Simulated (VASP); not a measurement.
A convergence study with VASP on Ge (diamond): one setting is varied, all else stays as given below, so the limit is that of these other settings. The cell's lengths are 1 % over those of the tabulated start and one atom is moved, so it is off equilibrium.

```yaml
crystal:
  lattice:
    - [0.00000, 2.85729, 2.85729]
    - [2.85729, 0.00000, 2.85729]
    - [2.85729, 2.85729, 0.00000]
  atoms:
    - { symbol: Ge, position: [0.00000, 0.00000, 0.00000] }
    - { symbol: Ge, position: [0.23940, 0.26060, 0.26060] }
```

Calculation: LDA (Ceperley-Alder, Perdew-Zunger), VASP's LDA PAW potentials (set 64) (plane waves; VASP 6.6.1). The tightest run used: 1000 eV cut-off, 9×9×9 Γ-centred mesh, Gaussian smearing of 0.050 eV, potentials Ge_d.

The settings run are ENCUT = 150; ENCUT = 250; ENCUT = 350; ENCUT = 450; ENCUT = 550; ENCUT = 600; ENCUT = 650; ENCUT = 700; ENCUT = 750; ENCUT = 800; ENCUT = 850; ENCUT = 1000. From which on does the stress (every component) stay within 0.1 GPa of the tightest run?

From ENCUT = 550 on: it is off by 0.01 there and by no more than 0.1 in any finer run, while ENCUT = 450 is off by 0.30.
| setting | E (eV/atom) | pressure (GPa) | largest force (eV/Å) | plane waves | difference judged (GPa) |
|---|---|---|---|---|---|
| ENCUT = 150 | 22.0789 | -1149.51 | 1.847 | 202 | 1146.79 |
| ENCUT = 250 | -5.0812 | -22.00 | 0.572 | 432 | 19.16 |
| ENCUT = 350 | -5.1749 | -2.88 | 0.578 | 702 | 0.04 |
| ENCUT = 450 | -5.1731 | -3.14 | 0.578 | 1022 | 0.30 |
| ENCUT = 550 | -5.1736 | -2.84 | 0.577 | 1384 | 0.01 |
| ENCUT = 600 | -5.1736 | -2.85 | 0.577 | 1580 | 0.01 |
| ENCUT = 650 | -5.1735 | -2.87 | 0.578 | 1807 | 0.03 |
| ENCUT = 700 | -5.1735 | -2.87 | 0.578 | 1980 | 0.03 |
| ENCUT = 750 | -5.1735 | -2.85 | 0.578 | 2195 | 0.01 |
| ENCUT = 800 | -5.1736 | -2.84 | 0.577 | 2424 | 0.00 |
| ENCUT = 850 | -5.1736 | -2.83 | 0.577 | 2685 | 0.01 |
| ENCUT = 1000 | -5.1735 | -2.84 | 0.577 | 3383 | 0.00 |

Left out are rungs that failed or repeat a setting and relaxations that didn't move; long series are thinned to 24 rows.

The compound is Ge in the diamond structure. The cell was not relaxed at this level, it is distorted from the ideal structure.
